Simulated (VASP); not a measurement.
Computed with revPBE GGA, VASP's PBE PAW potentials (set 64) (plane waves; VASP 6.6.1).

A VASP calculation is set up with these files.

File POSCAR:
```
NiO
1.0
  4.1382097041   2.0672485073   2.0672485073
  2.0672485073   4.1382097041   2.0672485073
  2.0672485073   2.0672485073   4.1382097041
Ni O
2 2
Cartesian
  0.0000000000   0.0000000000   0.0000000000
  4.1363533594   4.1363533594   4.1363533594
  2.0681766797   2.0681766797   2.0681766797
  6.2045300390   6.2045300390   6.2045300390
```

KPOINTS:
```
Automatic mesh
0
Gamma
9 9 9
0 0 0
```

### INCAR
```
# general
SYSTEM =NiO
PREC   =Accurate
ENCUT  =520
LREAL  =.FALSE.
LASPH  =.TRUE.

# electronic loop
EDIFF  =1E-7
NELM   =100
ALGO   =Normal
LMAXMIX=4

# smearing
ISMEAR =0
SIGMA  =0.05

# functional
GGA    =RE

# spin
ISPIN  =2
MAGMOM =1.4 -1.4 0.0 0.0

# ions
IBRION =2
NSW    =30
ISIF   =4
EDIFFG =-0.01

# output
LWAVE  =.FALSE.
LCHARG =.FALSE.
LORBIT =10
```

POTCAR, in this order: Ni O (PBE.64 set). Program: vasp_std.

Output of the run:

OSZICAR:
```
       N       E                     dE             d eps       ncg     rms          rms(c)
DAV:   1     0.260353409614E+03    0.26035E+03   -0.15995E+04  6928   0.213E+03
DAV:   2     0.429863334216E+01   -0.25605E+03   -0.23978E+03  7028   0.411E+02
DAV:   3    -0.249617874144E+02   -0.29260E+02   -0.27809E+02  7740   0.157E+02
DAV:   4    -0.258740887020E+02   -0.91230E+00   -0.90727E+00  7628   0.296E+01
DAV:   5    -0.258999941560E+02   -0.25905E-01   -0.25897E-01  8064   0.471E+00    0.209E+01
DAV:   6    -0.229847488262E+02    0.29152E+01   -0.41200E+01 10212   0.108E+02    0.212E+01
DAV:   7    -0.217946338347E+02    0.11901E+01   -0.66952E+00  8868   0.771E+01    0.984E+00
DAV:   8    -0.219748939930E+02   -0.18026E+00   -0.18279E+00  7828   0.121E+01    0.644E+00
DAV:   9    -0.219030723617E+02    0.71822E-01   -0.16266E-01 10724   0.113E+01    0.151E+00
DAV:  10    -0.219200990632E+02   -0.17027E-01   -0.70002E-02  9748   0.387E+00    0.699E-01
DAV:  11    -0.219200471336E+02    0.51930E-04   -0.10827E-02 10452   0.305E+00    0.132E-01
DAV:  12    -0.219203649796E+02   -0.31785E-03   -0.28876E-03  7104   0.484E-01    0.916E-02
DAV:  13    -0.219203242092E+02    0.40770E-04   -0.31874E-04 10316   0.196E-01    0.375E-02
DAV:  14    -0.219203307471E+02   -0.65378E-05   -0.62586E-05  7640   0.180E-01    0.316E-02
DAV:  15    -0.219203299093E+02    0.83780E-06   -0.16661E-05  8740   0.723E-02    0.777E-03
DAV:  16    -0.219203298952E+02    0.14039E-07   -0.27678E-06  9148   0.259E-02    0.188E-03
DAV:  17    -0.219203298383E+02    0.56903E-07   -0.17032E-07  5116   0.577E-03
   1 F= -.21920330E+02 E0= -.21920330E+02  d E =-.219203E+02  mag=     0.0000
       N       E                     dE             d eps       ncg     rms          rms(c)
DAV:   1    -0.219207163909E+02   -0.38650E-03   -0.15816E-02  7132   0.113E+00    0.139E-01
DAV:   2    -0.219205507240E+02    0.16567E-03   -0.24832E-04  9016   0.311E-01    0.802E-02
DAV:   3    -0.219204759103E+02    0.74814E-04   -0.64525E-05  9848   0.219E-01    0.333E-02
DAV:   4    -0.219204877732E+02   -0.11863E-04   -0.16014E-05  9640   0.785E-02    0.113E-02
DAV:   5    -0.219204863060E+02    0.14671E-05   -0.83184E-07  9036   0.294E-02    0.529E-03
DAV:   6    -0.219204861756E+02    0.13048E-06   -0.39515E-07  6848   0.128E-02    0.221E-03
DAV:   7    -0.219204862329E+02   -0.57324E-07   -0.10642E-07  3716   0.697E-03
   2 F= -.21920486E+02 E0= -.21920486E+02  d E =-.156395E-03  mag=     0.0000
```

**OUTCAR**
```
------------------------ aborting loop because EDIFF is reached ----------------------------------------
  FORCE on cell =-STRESS in cart. coord.  units (eV):
  Direction    XX          YY          ZZ          XY          YZ          ZX
  --------------------------------------------------------------------------------------
  Total        2.8468096      2.8468096      2.8468096     -0.0353145     -0.0353145     -0.0353145
  in kB      128.5515918    128.5515918    128.5515918     -1.5946757     -1.5946757     -1.5946757
  external PRESSURE =     128.5515918 kB  Pullay stress =       0.0000000 kB
  volume of cell :       35.48
      direct lattice vectors                 reciprocal lattice vectors
     4.135698319  2.063477643  2.063477643     0.362058223 -0.120515864 -0.120515864
     2.063477643  4.135698319  2.063477643    -0.120515864  0.362058223 -0.120515864
     2.063477643  2.063477643  4.135698319    -0.120515864 -0.120515864  0.362058223
 POSITION                                       TOTAL-FORCE (eV/Angst)
 -----------------------------------------------------------------------------------
      2.06348      2.06348      4.13570         0.000000     -0.000000      0.000000
      4.13133      4.13133      4.13133        -0.000000      0.000000     -0.000000
      2.06566      2.06566      2.06566         0.000000     -0.000000     -0.000000
      6.19699      6.19699      6.19699        -0.000000      0.000000      0.000000
 -----------------------------------------------------------------------------------
    total drift:                                0.000000     -0.000000     -0.000000
  FREE ENERGIE OF THE ION-ELECTRON SYSTEM (eV)
  ---------------------------------------------------
  free  energy   TOTEN  =       -21.9204862329 eV

  energy  without entropy=      -21.9204862329  energy(sigma->0) =      -21.92048623

 total charge

# of ion       s       p       d       tot
------------------------------------------
    1        0.336   0.421   8.277   9.034
    2        0.336   0.421   8.277   9.034
    3        1.566   3.433   0.000   4.999
    4        1.566   3.433   0.000   4.999
--------------------------------------------------
tot          3.804   7.709  16.554  28.066

 magnetization (x)

# of ion       s       p       d       tot
------------------------------------------
    1       -0.011  -0.015   1.371   1.346
    2        0.011   0.015  -1.371  -1.346
    3        0.000   0.000   0.000   0.000
    4        0.000   0.000   0.000   0.000
--------------------------------------------------
tot          0.000   0.000   0.000   0.000

 reached required accuracy - stopping structural energy minimisation
```
(Selected blocks of OUTCAR.)

File CONTCAR:
```
NiO
   1.00000000000000
     4.1356983187288323    2.0634776426931354    2.0634776426931354
     2.0634776426931354    4.1356983187288323    2.0634776426931354
     2.0634776426931354    2.0634776426931354    4.1356983187288323
  Ni              O
     2     2
Direct
     0.0000000000000000    0.0000000000000000    1.0000000000000000
     0.5000000000000000    0.5000000000000000    0.5000000000000000
     0.2500000000000000    0.2500000000000000    0.2500000000000000
     0.7500000000000000    0.7500000000000000    0.7500000000000000
```

The compound is NiO in the rock salt, AFM-II order structure. This cell is one point of a volume scan, at 0.94 of the reference volume. Symmetry was kept, so distortions that lower it aren't found.
